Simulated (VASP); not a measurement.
Consider the following.

```
CELL_PARAMETERS angstrom
      1.84777    -3.20043     0.00000
      1.84777     3.20043     0.00000
      0.00000     0.00000     5.94223
ATOMIC_POSITIONS crystal
  Zr 0.00000 0.00000 0.00000
  Se 0.33333 0.66667 0.26689
  Se 0.66667 0.33333 0.73311
```

Method: LDA (Ceperley-Alder, Perdew-Zunger), VASP's LDA PAW potentials (set 64) (plane waves; VASP). Numerical set-up: 400 eV cut-off, 11×11×6 Γ-centred mesh, tetrahedra with Blöchl corrections, potentials Zr_sv Se.

**Question.** The job: ZrSe2 (1T layered), 3 atoms, LDA, static run, 400 eV, 11×11×6 Γ-centred mesh. Roughly how much core time does it take on a busy server core?

**Answer.** About 70 core-seconds (one run on a shared machine, a rough figure). It had 84 irreducible k-points, 16 bands, up to 1296 plane waves and 16 electronic steps.

The compound is ZrSe2 in the 1T layered structure. It was relaxed first, which changed the volume by -7 %.
